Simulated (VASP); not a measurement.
Level of theory: PBE GGA, VASP's PBE PAW potentials (set 64) (plane waves; VASP).

A VASP calculation is set up with these files.

File POSCAR:
```
Tc2Ge
1
    4.0539130000     0.0000000000     0.0000000000
    0.0000000000     4.0539130000     0.0000000000
    0.0000000000     0.0000000000     6.1856480000
Tc Ge
4 2
Direct
  0.0000000000   0.0000000000   0.0000000000
  0.5000000000   0.5000000000   0.0000000000
  0.5000000000   0.0000000000   0.2700000000
  0.0000000000   0.5000000000   0.7300000000
  0.5000000000   0.0000000000   0.7000000000
  0.0000000000   0.5000000000   0.3000000000
```

**KPOINTS**
```
kpoints
0
Gamma
3 3 2
```

### INCAR
```
SYSTEM=Tc2Ge
ALGO=Normal   # blocked Davidson
SIGMA=0.1
LREAL=.FALSE.   # projection in real space or not
LASPH=.TRUE.
EDIFF=1E-6   # SCF stop (eV)
NELM=100
ENCUT=300   # plane-wave cut-off (eV)
PREC=Accurate
ISIF=2
LCHARG=.FALSE.
LMAXMIX=4   # l cut-off of mixed one-centre charges
GGA=PE
ISMEAR=-1   # Fermi-Dirac
LWAVE=.FALSE.
```

POTCAR, in this order: Tc_pv Ge_d (PBE.64 set). Program: vasp_std.

The resulting files:

**OSZICAR**
```
       N       E                     dE             d eps       ncg     rms          rms(c)
DAV:   1     0.901851327257E+03    0.90185E+03   -0.32092E+04   840   0.264E+03
DAV:   2     0.568881919609E+02   -0.84496E+03   -0.81745E+03   576   0.736E+02
DAV:   3    -0.470165369395E+02   -0.10390E+03   -0.98519E+02   688   0.176E+02
DAV:   4    -0.524631513765E+02   -0.54466E+01   -0.52961E+01   696   0.432E+01
DAV:   5    -0.526018227473E+02   -0.13867E+00   -0.13848E+00   648   0.719E+00    0.288E+01
DAV:   6    -0.507491483168E+02    0.18527E+01   -0.12315E+01   680   0.191E+01    0.114E+01
DAV:   7    -0.529648830194E+02   -0.22157E+01   -0.18727E+01   640   0.253E+01    0.154E+01
DAV:   8    -0.497956326862E+02    0.31693E+01   -0.81191E+00   656   0.133E+01    0.311E+00
DAV:   9    -0.497927158840E+02    0.29168E-02   -0.37494E-01   672   0.307E+00    0.108E+00
DAV:  10    -0.497889511902E+02    0.37647E-02   -0.23759E-02   728   0.965E-01    0.363E-01
DAV:  11    -0.497886349839E+02    0.31621E-03   -0.41476E-03   664   0.471E-01    0.703E-02
DAV:  12    -0.497885922009E+02    0.42783E-04   -0.34836E-04   736   0.146E-01    0.352E-02
DAV:  13    -0.497885936836E+02   -0.14826E-05   -0.35642E-05   736   0.343E-02    0.123E-02
DAV:  14    -0.497885952371E+02   -0.15536E-05   -0.51771E-06   608   0.139E-02    0.430E-03
DAV:  15    -0.497885941041E+02    0.11331E-05   -0.66538E-07   408   0.618E-03    0.821E-04
DAV:  16    -0.497885939922E+02    0.11189E-06   -0.26697E-07   360   0.290E-03
   1 F= -.49788594E+02 E0= -.49699917E+02  d E =-.177354E+00
```

### OUTCAR
```
------------------------ aborting loop because EDIFF is reached ----------------------------------------
  FORCE on cell =-STRESS in cart. coord.  units (eV):
  Direction    XX          YY          ZZ          XY          YZ          ZX
  --------------------------------------------------------------------------------------
  Total       -7.9176796     -7.9176796     -5.5406338      0.0000000      0.0000000      0.0000000
  in kB     -124.7884692   -124.7884692    -87.3244738      0.0000000      0.0000000      0.0000000
  external PRESSURE =    -112.3004708 kB  Pullay stress =       0.0000000 kB
  volume of cell :      101.66
      direct lattice vectors                 reciprocal lattice vectors
     4.053913000  0.000000000  0.000000000     0.246675249  0.000000000  0.000000000
     0.000000000  4.053913000  0.000000000     0.000000000  0.246675249  0.000000000
     0.000000000  0.000000000  6.185648000     0.000000000  0.000000000  0.161664550
 POSITION                                       TOTAL-FORCE (eV/Angst)
 -----------------------------------------------------------------------------------
      0.00000      0.00000      0.00000        -0.000000     -0.000000     -0.000000
      2.02696      2.02696      0.00000        -0.000000      0.000000     -0.000000
      2.02696      0.00000      1.67012         0.000000      0.000000      0.579442
      0.00000      2.02696      4.51552        -0.000000     -0.000000     -0.579442
      2.02696      0.00000      4.32995        -0.000000     -0.000000     -0.112515
      0.00000      2.02696      1.85569        -0.000000     -0.000000      0.112515
 -----------------------------------------------------------------------------------
    total drift:                                0.000000     -0.000000     -0.000000
  FREE ENERGIE OF THE ION-ELECTRON SYSTEM (eV)
  ---------------------------------------------------
  free  energy   TOTEN  =       -49.7885939922 eV

  energy  without entropy=      -49.6112401380  energy(sigma->0) =      -49.69991707
```
(Selected blocks of OUTCAR.)

**OUTCAR**
```
 val. band max:        9.5127506407   @ k =   0.3333   0.3333   0.5000

 cond. band min:       9.7210159380   @ k =   0.3333   0.3333   0.5000


 Fermi energy:         9.5188962554

 k-point     1 :       0.0000    0.0000    0.0000
  band No.  band energies     occupation
      1     -30.0104      2.00000
      2     -30.0104      2.00000
      3     -29.8346      2.00000
      4     -29.6516      2.00000
      5     -29.6516      2.00000
      6     -29.4961      2.00000
      7     -29.4479      2.00000
      8     -29.2674      2.00000
      9     -29.2674      2.00000
     10     -29.2453      2.00000
     11     -29.2453      2.00000
     12     -29.1868      2.00000
     13     -14.8800      2.00000
     14     -14.8751      2.00000
     15     -14.8745      2.00000
     16     -14.8694      2.00000
     17     -14.8587      2.00000
     18     -14.8587      2.00000
     19     -14.8573      2.00000
     20     -14.8564      2.00000
     21     -14.8528      2.00000
     22     -14.8528      2.00000
     23      -1.0492      2.00000
     24       0.5485      2.00000
     25       4.1392      2.00000
     26       5.0808      2.00000
     27       5.1455      2.00000
     28       5.3035      2.00000
     29       5.3035      2.00000
     30       5.8280      2.00000
     31       6.2270      2.00000
     32       7.0106      2.00000
     33       7.0106      2.00000
     34       7.5243      2.00000
     35       8.3737      1.99998
     36       8.7421      1.99915
     37       8.7421      1.99915
     38       8.7520      1.99907
     39       9.2623      1.85732
     40       9.7454      0.18817
     41       9.7454      0.18817
     42      10.1134      0.00522
     43      10.1134      0.00522
     44      10.4752      0.00014
     45      10.8854      0.00000
     46      11.1951      0.00000
     47      11.2321      0.00000
     48      11.7862      0.00000

 k-point     2 :       0.3333    0.0000    0.0000
  band No.  band energies     occupation
...
```

At this cut-off the stress carries a Pulay error, which pulls relaxed volumes low.

The structure was generated: Tc2Ge was put into an ordered model structure, which need not be its known phase. The cell was not relaxed at this level. The k-mesh is coarse (spacing up to 0.52 per Å, 2π included), so the numbers may not be converged in it.
